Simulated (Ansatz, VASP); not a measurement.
# Cross-check of Re (Rhenium) between VASP and Ansatz

Aim: how closely do two programs agree when they are given the same cell, functional and k mesh? The cell is taken from a series of runs on this material, whose earlier steps may have relaxed, scaled, displaced or heated it; both programs get it as it stands.

Program: Ansatz 0.2.0. Level of theory: plane waves, with VASP 6.6.1 beside it; zone-centre phonons at LDA. Results are calculated unless marked as measured.

## Step 1: The starting structure

The structure is hexagonal, space group P6_3/mmc (No. 194). Conventional cell: a = 2.731 Å, b = 2.731 Å, c = 4.460 Å, α = 90.00°, β = 90.00°, γ = 120.00°. Re has 12 Re at 2.73 Å nearest.

## Step 2: Ansatz: zone-centre phonons, LDA

Ansatz runs on its PAW soft_1 files.

Second derivatives magnify differences that forces hide, and they need a tight electronic threshold.

The input, input.yaml:

```yaml
crystal:
  lattice:
    - [2.7308460311, 0.0, 0.0]
    - [-1.3654230155, 2.3649820367, 0.0]
    - [0.0, 0.0, 4.4602992947]
  atoms:
    - { symbol: Re, position: [0.3333333329, 0.6666666671, 0.25] }
    - { symbol: Re, position: [0.6666666671, 0.3333333329, 0.75] }
kpoints:
  mp_grid: { grid: [18, 18, 12] }
hamiltonian:
  xc: lda
  pseudopotentials: { kind: paw, azcp: { folder: soft_1 }, xc_functional: pbe }
scf:
  occupations: { method: methfessel_paxton, width: 0.2 }
output:
  eigenvalues: true
phonons:
  method: dfpt
```

On the command line:

```
$ ansatz run input.yaml --threads 4 --pin off --max-ram 10240MiB --backend cpu --events-out ev --progress --plain --runs-dir out
```

Numbers of over 12 decimals in the logs are rounded to 6 here.

What it wrote:

```text
zone centre: on kpoints.mp_grid the ground state, and the responses unless they are solved on pairs of k-points, stand on 637 of the mesh's 3888 k-points, reduced under 4 symmetry operations, with k and −k counted as one. Each operation leaves every solved displacement unchanged or reverses it
Engine: ansatz 0.2.0, x86_64-unknown-linux-gnu
Pseudopotentials: kind: paw
Pseudopotential: Re, paw, valence charge 15, recommended cutoff 420 eV (normal), soft_1/Re.paw.azcp
Functional definition: SPW92
  exchange = slater_x
  correlation = pw_c
Crystal: 2 atoms, lattice volume = 28.806 Å³
Basis set: ecut = 420 eV, 573 PW (Γ), exchange–correlation on 40×40×60 points (8 copies of the dense FFT grid, shifted against one another)
Bands: 19, of which v1, the nominal top of the filled ones, is band 15 counted from 1 (14 counted from 0)
Symmetry: 24 space group operations
k-points: 637 of 3888 (irreducible under 4 space group operations, time reversal used)
Non-local potential: Re, projectors of the file, l = 0: 3, l = 1: 2, l = 2: 2, l = 3: 1
PAW form: soft (Blöchl's): semilocal exchange-correlation on the pseudo side does not see the compensation charge
PAW frozen core: Re, regenerated for the run's functional, and the local potential with it (the file was generated under x = pbe(κ = 0.804, μ = 0.219515), c = pbe(β = 0.066725))
PAW one-centre angular grid: Re, 590 points (default); XC on 64 Gauss nodes
Initial density: superposition of atomic densities (chi_scale 0.1, normalization cell)
Initial wavefunctions: pseudopotential atomic-orbital guess
Functional: x = slater, c = lda
SCF iter   1: F=—  HF=-21217.537201 eV  |F-HF|=—  |Δ(HF+E_count)|=         —  Δρ=5.93e-2  dr2=9.15e-1  ethr=3.10e-3  ⟨swp⟩=4.6  Hψ=47883  notcnv=0
preconditioner: auto → none  [metal: Δε(μ)=0.010 eV  Ē_g=6.521 eV  σ=0.200 eV  W_gap=0.04  n_scr=8 (ndim 8)  ℏωp=25.9 eV  f_vac=0.000  D(μ)=1.51/eV (n_scr^D=22)  sad-step TF]
SCF iter   2: F=—  HF=-21217.274808 eV  |F-HF|=—  |Δ(HF+E_count)|=   2.62e-1  S|Δr|=    0.00e0  Δρ=3.43e-2  dr2=2.95e-1  ethr=3.05e-3  ⟨swp⟩=2.0  Hψ=19418  notcnv=0  defer=9
SCF iter   3: F=—  HF=-21217.154782 eV  |F-HF|=—  |Δ(HF+E_count)|=   1.20e-1  S|Δr|=    0.00e0  Δρ=1.54e-3  dr2=2.52e-4  ethr=9.85e-4  ⟨swp⟩=2.9  Hψ=23006  notcnv=0  defer=9
SCF iter   4: F=—  HF=-21217.154989 eV  |F-HF|=—  |Δ(HF+E_count)|=   2.08e-4  S|Δr|=    0.00e0  Δρ=1.59e-4  dr2=8.01e-6  ethr=8.41e-7  ⟨swp⟩=2.1  Hψ=17558  notcnv=0  defer=9
SCF iter   5: F=—  HF=-21217.154987 eV  |F-HF|=—  |Δ(HF+E_count)|=   2.37e-6  S|Δr|=    0.00e0  Δρ=2.45e-5  dr2=1.16e-7  ethr=2.67e-8  ⟨swp⟩=2.0  Hψ=16424  notcnv=0  defer=9
SCF iter   6: F=—  HF=-21217.154986 eV  |F-HF|=—  |Δ(HF+E_count)|=   4.57e-7  S|Δr|=    0.00e0  Δρ=5.81e-6  dr2=7.69e-9  ethr=3.88e-10  ⟨swp⟩=2.6  Hψ=21332  notcnv=0  defer=9
SCF iter   7: F=—  HF=-21217.154986 eV  |F-HF|=—  |Δ(HF+E_count)|=   2.07e-9  S|Δr|=    0.00e0  Δρ=1.17e-6  dr2=2.87e-10  ethr=2.56e-11  ⟨swp⟩=2.8  Hψ=21928  notcnv=0  defer=9
SCF iter   8: F=-21217.154986 eV  HF=-21217.154986 eV  |F-HF|=7.28e-12  |Δ(HF+E_count)|=  8.00e-11  S|Δr|=    0.00e0  Δρ=8.87e-8  dr2=8.35e-13  ethr=1.00e-12  ⟨swp⟩=4.1  Hψ=58079  notcnv=0
SCF 1 converged in 8 iterations: F = -21217.154986 eV  dr2 = 8.35e-13
  greatest PAW one-centre occupation: 0.999 electrons in one spin orbital (limit 2), on the Re atom at site 1 (counted from 0), in its partial waves of l = 0
DFPT response loops at Γ: preconditioner auto → Kerker (q_TF=auto, 2.747 Å⁻¹) (partly filled bands, converged f_vac=0.000); β = 1.00, the filter's whole step (`scf.mixing.beta` (0.50) is not read by the response loops under this deck's `scf.mixing.preconditioner`; to damp them name `kerker` or `kerker_dos`, under which they read `scf.mixing.beta`, and type it under 1.00, their step now; both keys bind the ground state too); Broyden in place of MSR1
SCF converged after 8 iterations
Stability not checked: this state was not tested for a lower state beside it, because cold or Methfessel-Paxton smearing, or corrected tetrahedra, fill the levels in a way that the test cannot read (fill_not_monotonic; see scf.lower_state_search)
Free energy (F): -21217.154986 eV
Harris-Foulkes:  -21217.154986 eV  (|F-HF|=7.28e-12)
Internal energy: -21217.156212 eV  (E = F + TS)
E sigma→0 (E₀):  -21217.155293 eV
Entropy (-TS):   0.001226 eV (0.613 meV/atom)
Fermi energy:    24.280184 eV
Step filling:    the computed levels leave a gap of 0.0000 eV = 0.0 smearing widths at the electron count; against every level under it full and every level over it empty, smearing changes F+E_penalty+E_count by +0.943 meV and its σ→0 estimate by +0.637 meV
--- Per-component energies (eV) ---
  E_band       = -134.933502
  E_kinetic    = 1049.975555
  E_local      = -1521.875429  (includes V_loc(G=0)·N_el)
  E_nonlocal   = 171.962324
  E_hartree    = 530.822249
  E_xc         = -709.516219
  E_vxc        = -582.655728  (∫ρ·V_xc dr)
  E_paw        = -16893.212234  (= ΣΔE_a)
  E_vpaw       = -313.984843  (= ΣTr[D̂ρ^β])
  E_aug_tail   = 0.000101  (compensation charges beyond the density's cutoff)
  E_ewald      = -3845.950899
  E_core_change = 0.638340  (= ΣΔE_core)
  E_smearing   = 0.001226  (= −TS)
  E_closure    = -0.000000  (closes the sum)
  Σ components = -21217.154986   (vs F -21217.154986, Δ=0.00e0)
--- Band table (eV; the first three rows and the last of 637) ---
  k-point 0: bands = [... 11 lower, 22.6471, 22.6471, 23.4783, 23.4783, 24.5530, 24.5530, 24.9148, 27.7335]
  k-point 1: bands = [... 11 lower, 22.6076, 22.6076, 23.4270, 23.4270, 24.6654, 24.6691, 24.6691, 27.7421]
  k-point 2: bands = [... 11 lower, 22.5221, 22.5221, 23.2873, 23.2873, 24.0334, 24.9795, 24.9795, 27.7471]
  k-point 636: bands = [... 11 lower, 20.9197, 22.1156, 22.1156, 24.0673, 24.0673, 28.3603, 28.3603, 30.8686]
--- Phonons (Γ-DFPT): 2 representative perturbations + reference, on 637 of 3888 k-points (Σ response iterations 5) ---
  k mesh reduced under 4 symmetry operations, with k and −k counted as one. Each operation leaves every solved displacement unchanged or reverses it
  ASR residual: 9.519e-5 → 0.000e0 eV/Å²; symmetrization residual: 6.353e-10 eV/Å²
  ASR residual per site (eV/Å²): 9.52e-5 9.52e-5
  Γ frequencies (cm⁻¹): 0.00 0.00 0.00 81.87 120.53 120.53
  non-analytic LO–TO correction: not included (Born effective charges unavailable; polar crystals: no LO–TO splitting at Γ)
```

## Step 3: VASP: zone-centre phonons, LDA

The same cell, functional (in two slightly different forms), mesh and smearing now go to VASP, with its own data sets.

Lines of VASP's logs that name or quote its potential files are left out, and so is its time.

The input, INCAR:

```
SYSTEM = Re
PREC = Accurate
ENCUT = 600
EDIFF = 1E-08
NELM = 120
ISMEAR = 1
SIGMA = 0.2
LREAL = .FALSE.
ALGO = Normal
GGA = CA
NBANDS = 13
LASPH = .TRUE.
LORBIT = 11
LWAVE = .FALSE.
LCHARG = .FALSE.
ISIF = 2
IBRION = 8
GGA_COMPAT = .FALSE.
KPAR = 2
```

The input, POSCAR:

```
Re
1.0
    2.7308460311      0.0000000000      0.0000000000
   -1.3654230155      2.3649820367      0.0000000000
    0.0000000000      0.0000000000      4.4602992947
Re
2
Direct
    0.3333333329      0.6666666671      0.2500000000
    0.6666666671      0.3333333329      0.7500000000
```

The input, KPOINTS:

```
Automatic mesh
0
Gamma
18 18 12
0 0 0
```

PAW data sets: Re (LDA family, release 64).

On the command line:

```
$ mpirun -np 2 vasp_std
```

What it wrote:

```text
[banner, memory and clock lines left out]
running    2 mpi-ranks, on    1 nodes
 distrk:  each k-point on    1 cores,    2 groups
 distr:  one band on    1 cores,    1 groups

 POSCAR found type information on POSCAR Re
 POSCAR found :  1 types and       2 ions
 LDA part: xc-table for (Slater(with rela. corr.)+CA(PZ))
 , standard interpolation
 POSCAR, INCAR and KPOINTS ok, starting setup
 FFT: planning ... GRIDC
 FFT: planning ... GRID_SOFT
 FFT: planning ... GRID
 WAVECAR not read
 entering main loop
       N       E                     dE             d eps       ncg     rms          rms(c)
DAV:   1     0.125350921821E+03    0.12535E+03   -0.63991E+03  7256   0.123E+03
DAV:   2    -0.198407406052E+02   -0.14519E+03   -0.12807E+03 10541   0.462E+02
DAV:   3    -0.287792689754E+02   -0.89385E+01   -0.78140E+01 11285   0.149E+02
DAV:   4    -0.289735636689E+02   -0.19429E+00   -0.18855E+00 11075   0.132E+01
DAV:   5    -0.289747857084E+02   -0.12220E-02   -0.12211E-02 11023   0.175E+00    0.443E+01
DAV:   6    -0.278836723868E+02    0.10911E+01   -0.92625E-01 11476   0.161E+01    0.190E+01
DAV:   7    -0.275364755757E+02    0.34720E+00   -0.61036E-01 11532   0.127E+01    0.407E-01
DAV:   8    -0.275267619616E+02    0.97136E-02   -0.53029E-03 10641   0.742E-01    0.151E-01
DAV:   9    -0.275256051003E+02    0.11569E-02   -0.46108E-04 10071   0.209E-01    0.427E-02
DAV:  10    -0.275256130899E+02   -0.79896E-05   -0.45404E-05 10973   0.610E-02    0.226E-02
DAV:  11    -0.275256124304E+02    0.65952E-06   -0.70026E-07 11249   0.117E-02    0.116E-03
DAV:  12    -0.275256124263E+02    0.40945E-08   -0.30014E-08  8991   0.146E-03
   1 F= -.27525612E+02 E0= -.27526003E+02  d E =0.117096E-02
 Linear response reoptimize wavefunctions to high precision
DAV:   1    -0.275256124212E+02    0.51414E-08   -0.30838E-09  7794   0.626E-04
DAV:   2    -0.275256124212E+02   -0.38199E-10   -0.40481E-10  5897   0.496E-04
 Linear response DOF=           2
 Linear response progress:
  Degree of freedom:   1/  2
       N       E                     dE             d eps       ncg     rms          rms(c)
RMM:   1    -0.926301727655E-01   -0.92630E-01    0.10268E-01 31079   0.205E+01
RMM:   2    -0.143460507083E+00   -0.50830E-01   -0.54643E-02 51720   0.205E+00    0.125E-01
RMM:   3    -0.143205298806E+00    0.25521E-03   -0.29690E-03 55963   0.407E-01    0.868E-02
RMM:   4    -0.142478970597E+00    0.72633E-03   -0.86158E-04 52406   0.246E-01    0.208E-02
RMM:   5    -0.142536693320E+00   -0.57723E-04   -0.34426E-05 52576   0.634E-02    0.875E-03
RMM:   6    -0.142550539815E+00   -0.13846E-04   -0.49538E-06 55681   0.175E-02    0.530E-03
RMM:   7    -0.142559447228E+00   -0.89074E-05   -0.55936E-07 51627   0.897E-03    0.135E-03
RMM:   8    -0.142560977013E+00   -0.15298E-05   -0.32518E-07 57924   0.318E-03    0.368E-04
RMM:   9    -0.142560212644E+00    0.76437E-06   -0.30241E-08 56086   0.103E-03    0.102E-04
RMM:  10    -0.142560285971E+00   -0.73327E-07   -0.10647E-07 57819   0.630E-04    0.246E-05
RMM:  11    -0.142560339323E+00   -0.53352E-07   -0.76245E-08 59695   0.502E-04    0.853E-06
RMM:  12    -0.142560333383E+00    0.59400E-08   -0.82686E-08 57473   0.464E-04    0.449E-06
 first order change of Fermi-energy  -0.16571E-04
 force on displaced ion       1 direction 1 :  -4.901   0.000   0.000
 Linear response progress:
  Degree of freedom:   2/  2
       N       E                     dE             d eps       ncg     rms          rms(c)
RMM:   1    -0.132297588767E+00   -0.13230E+00    0.10419E-01 10837   0.215E+01
RMM:   2    -0.186141809761E+00   -0.53844E-01   -0.45172E-02 16088   0.228E+00    0.198E-01
RMM:   3    -0.187354776125E+00   -0.12130E-02   -0.12248E-02 18421   0.776E-01    0.113E-01
RMM:   4    -0.187219278080E+00    0.13550E-03   -0.24814E-04 18459   0.177E-01    0.657E-02
RMM:   5    -0.187479329843E+00   -0.26005E-03    0.17429E-04 18836   0.125E-01    0.107E-02
RMM:   6    -0.187510625226E+00   -0.31295E-04    0.33563E-05 18012   0.328E-02    0.610E-03
RMM:   7    -0.187503408176E+00    0.72171E-05    0.57132E-05 17899   0.135E-02    0.298E-03
RMM:   8    -0.187520077096E+00   -0.16669E-04    0.27840E-05 18501   0.795E-03    0.700E-04
RMM:   9    -0.187521285100E+00   -0.12080E-05    0.17599E-06 18210   0.292E-03    0.104E-04
RMM:  10    -0.187520704064E+00    0.58104E-06   -0.26888E-06 19822   0.106E-03    0.577E-05
RMM:  11    -0.187520182999E+00    0.52107E-06    0.69849E-07 18642   0.617E-04    0.728E-06
RMM:  12    -0.187520301403E+00   -0.11840E-06   -0.11887E-07 20814   0.485E-04    0.321E-06
RMM:  13    -0.187520292431E+00    0.89718E-08   -0.27807E-07 20175   0.453E-04    0.150E-06
RMM:  14    -0.187520299737E+00   -0.73053E-08   -0.21639E-07 20272   0.445E-04    0.447E-07
RMM:  15    -0.187520296852E+00    0.28845E-08   -0.19684E-07 22304   0.445E-04    0.234E-07
RMM:  16    -0.187520300245E+00   -0.33926E-08   -0.22560E-07 20159   0.444E-04    0.106E-07
RMM:  17    -0.187520299578E+00    0.66698E-09   -0.22051E-07 19674   0.445E-04    0.389E-08
 first order change of Fermi-energy   0.92712E-04
 force on displaced ion       1 direction 3 :  -0.000   0.000  -2.005
 Linear response finished
```

OUTCAR, selected parts (step 3):

```text
ion  position               nearest neighbor table
   1  0.333  0.667  0.250-   2 2.73   2 2.73   2 2.73   2 2.73   2 2.73   2 2.73
   2  0.667  0.333  0.750-   1 2.73   1 2.73   1 2.73   1 2.73   1 2.73   1 2.73

  LATTYP: Found a hexagonal cell.
 ALAT       =     2.7308460311
 C/A-ratio  =     1.6333031024

 Subroutine GETGRP returns: Found 24 space group operations
 (whereof 12 operations were pure point group operations)

The static configuration has the point symmetry D_3d.
 The point group associated with its full space group is D_6h.

 Found    259 irreducible k-points:

   k-points           NKPTS =    259   k-points in BZ     NKDIM =    259   number of bands    NBANDS=     13

   dimension x,y,z NGX =    24 NGY =   24 NGZ =   36
   dimension x,y,z NGXF=    48 NGYF=   48 NGZF=   72

   ENCUT  =  600.0 eV  44.10 Ry    6.64 a.u.   5.45  5.45  8.91*2*pi/ulx,y,z

   NELECT =      14.0000    total number of electrons

 k-points in reciprocal lattice and weights: Automatic mesh
   0.00000000  0.00000000  0.00000000       0.000
   0.05555556 -0.00000000  0.00000000       0.002
   0.11111111 -0.00000000  0.00000000       0.002
   0.16666667  0.00000000  0.00000000       0.002
   0.22222222  0.00000000  0.00000000       0.002
   0.27777778 -0.00000000  0.00000000       0.002
   0.33333333  0.00000000  0.00000000       0.002
   0.38888889 -0.00000000  0.00000000       0.002
   0.44444444  0.00000000  0.00000000       0.002
[...]
0.33333333  0.27777778  0.50000000       0.003
   0.33333333  0.33333333  0.50000000       0.001

 average (electrostatic) potential at core
       1 -39.1142       2 -39.1142

  Total        0.2846367      0.2846367     -0.8158256      0.0000000      0.0000000      0.0000000
  in kB       15.8311474     15.8311474    -45.3752309      0.0000000      0.0000000      0.0000000
  external PRESSURE =      -4.5709787 kB  Pullay stress =       0.0000000 kB

  energy-cutoff  :      600.00
  volume of cell :       28.81
      direct lattice vectors                 reciprocal lattice vectors
     2.730846031  0.000000000  0.000000000     0.366186884  0.211418096  0.000000000
    -1.365423016  2.364982037  0.000000000     0.000000000  0.422836193  0.000000000
     0.000000000  0.000000000  4.460299295     0.000000000  0.000000000  0.224200201

 POSITION                                       TOTAL-FORCE (eV/Angst)
 -----------------------------------------------------------------------------------
     -0.00000      1.57665      1.11507        -0.000000      0.000000      0.000000
      1.36542      0.78833      3.34522         0.000000     -0.000000      0.000000
 -----------------------------------------------------------------------------------
    total drift:                               -0.000000      0.000000     -0.000000

 Eigenvectors and eigenvalues of the dynamical matrix
 ----------------------------------------------------

   1 f  =    3.586899 THz    22.537149 2PiTHz  119.646061 cm-1    14.834214 meV
             X         Y         Z           dx          dy          dz
     -0.000000  1.576655  1.115075    -0.661235   -0.250537   -0.000000
      1.365423  0.788327  3.345224     0.661235    0.250537    0.000000

   2 f  =    3.586899 THz    22.537149 2PiTHz  119.646061 cm-1    14.834214 meV
             X         Y         Z           dx          dy          dz
     -0.000000  1.576655  1.115075    -0.250537    0.661235   -0.000000
      1.365423  0.788327  3.345224     0.250537   -0.661235    0.000000

   3 f  =    2.294075 THz    14.414099 2PiTHz   76.522108 cm-1     9.487528 meV
             X         Y         Z           dx          dy          dz
     -0.000000  1.576655  1.115075     0.000000   -0.000000   -0.707107
      1.365423  0.788327  3.345224    -0.000000    0.000000    0.707107

   4 f  =    0.000000 THz     0.000000 2PiTHz    0.000000 cm-1     0.000000 meV
             X         Y         Z           dx          dy          dz
     -0.000000  1.576655  1.115075     0.000000   -0.000000   -0.707107
      1.365423  0.788327  3.345224    -0.000000    0.000000   -0.707107

   5 f  =    0.000000 THz     0.000000 2PiTHz    0.000000 cm-1     0.000000 meV
             X         Y         Z           dx          dy          dz
     -0.000000  1.576655  1.115075    -0.685169    0.174767   -0.000000
      1.365423  0.788327  3.345224    -0.685169    0.174767    0.000000

   6 f/i=    0.000000 THz     0.000000 2PiTHz    0.000001 cm-1     0.000000 meV
             X         Y         Z           dx          dy          dz
     -0.000000  1.576655  1.115075    -0.174767   -0.685169    0.000000
      1.365423  0.788327  3.345224    -0.174767   -0.685169    0.000000

 ELASTIC MODULI CONTR FROM IONIC RELAXATION (kBar)
 Direction    XX          YY          ZZ          XY          YZ          ZX
 --------------------------------------------------------------------------------
 XX        -107.5887    107.5887     -0.0000     -0.0000      0.0000     -0.0000
 YY         107.5887   -107.5887      0.0000     -0.0000      0.0000      0.0000
 ZZ          -0.0000      0.0000     -0.0000     -0.0000      0.0000     -0.0000
 XY          -0.0000     -0.0000     -0.0000   -107.5887      0.0000      0.0000
 YZ           0.0000      0.0000      0.0000      0.0000      0.0000      0.0000
 ZX          -0.0000      0.0000     -0.0000      0.0000      0.0000     -0.0000
 --------------------------------------------------------------------------------
```

The data set Re keeps the semicore shell frozen, which is cheaper and a little less accurate.

## Step 4: Differences

Known differences besides the potentials themselves: the two LDA forms differ slightly; the data sets hold 30 valence electrons in Ansatz (on its PAW soft_1 files) and 14 in VASP; the cutoff is 420 eV in Ansatz and 600 eV in VASP; VASP's log shows a relativistic correction to its local exchange, Ansatz's none. Total energies have different zeros and are not compared.

Both answers:

```csv
quantity,Ansatz,VASP,difference
optical mode 1 (cm⁻¹),81.9,76.5,+6.99 %
optical mode 2 to 3 (cm⁻¹),120.5,119.6,+0.74 %
```

Modes are paired by rising frequency, not by their patterns, so a pair may set unlike modes beside each other; they are those without the splitting of longitudinal modes.

## Step 5: Outcome

```json
{"r.m.s. difference of the optical zone-centre modes, each program's sorted by frequency (zone-centre phonons, LDA)": "3.2 cm⁻¹", "difference in optical mode 1 (zone-centre phonons, LDA)": "+7.0 %"}
```

**Reading.** The r.m.s. difference of the optical zone-centre modes, each program's sorted by frequency is 3.2 cm⁻¹ (zone-centre phonons, LDA). The data sets hold unlike numbers of valence electrons (30 in Ansatz and 14 in VASP), so part of the differences comes from the potentials. Among the rows given in per cent, the largest difference of the zone-centre phonons, LDA pair is in optical mode 1, +7.0 %. Such differences can come from data sets, numerical settings and the points named under the comparisons, not from the functional's error against experiment.

[Lines on the potential files, build, host, timing and source positions are cut from VASP's logs without a mark.]

[Logs are printed without paths, hosts, clocks, repeated set-up lines and the standing remarks that a program may print on its own settings, such as how far it seeks lower states.]

[Hosts, paths, dates, database ids (printed as entryN), source tags and the programs' standing remarks are cut or masked in the printed files.]
